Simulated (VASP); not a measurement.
All values below come from PBEsol GGA, VASP's PBE PAW potentials (set 64) (plane waves; VASP 6.6.1).

The input files of a VASP run:

### KPOINTS
```
Automatic mesh
0
Gamma
5 5 5
0 0 0
```

### INCAR
```
SYSTEM  =  SrCl2
PREC  =  Accurate; ENCUT  =  400; LREAL  =  .FALSE.
LASPH  =  .TRUE.
EDIFF  =  1E-6; NELM  =  100; ALGO  =  Normal
LMAXMIX  =  4
ISMEAR  =  0; SIGMA  =  0.05
GGA  =  PS
IBRION  =  2; NSW  =  60; ISIF  =  3
EDIFFG  =  -0.02
LWAVE  =  .FALSE.; LCHARG  =  .FALSE.
```

### POSCAR
```
SrCl2
1.0
  0.0000000000   3.4601064366   3.4601064366
  3.4601064366   0.0000000000   3.4601064366
  3.4601064366   3.4601064366   0.0000000000
Sr Cl
1 2
Cartesian
  3.4601064366   3.4601064366   6.9202128732
  1.7300532183   1.7300532183   1.7300532183
  5.1901596549   5.1901596549   5.1901596549
```

POTCAR, in this order: Sr_sv Cl (PBE.64 set). Program: vasp_std.

Task: Estimate the energy per atom (σ→0).

Result: 
```yaml
energy per atom (σ→0): -4.447 eV/atom
```

**OSZICAR**
```
...
DAV:   8    -0.133392013175E+02   -0.47976E-03   -0.53047E-02   392   0.133E+00    0.268E-01
DAV:   9    -0.133409991357E+02   -0.17978E-02   -0.19566E-03   440   0.288E-01    0.995E-02
DAV:  10    -0.133421138239E+02   -0.11147E-02   -0.99364E-04   400   0.178E-01    0.330E-02
DAV:  11    -0.133422320796E+02   -0.11826E-03   -0.13922E-04   448   0.607E-02    0.302E-02
DAV:  12    -0.133422450622E+02   -0.12983E-04   -0.21772E-05   384   0.242E-02    0.416E-03
DAV:  13    -0.133422469466E+02   -0.18844E-05   -0.28177E-06   408   0.947E-03    0.307E-03
DAV:  14    -0.133422471803E+02   -0.23369E-06   -0.71877E-07   296   0.473E-03
   1 F= -.13342247E+02 E0= -.13342247E+02  d E =-.133422E+02
```

The compound is SrCl2 in the fluorite structure. It was relaxed first. The start is the result of an earlier pass.
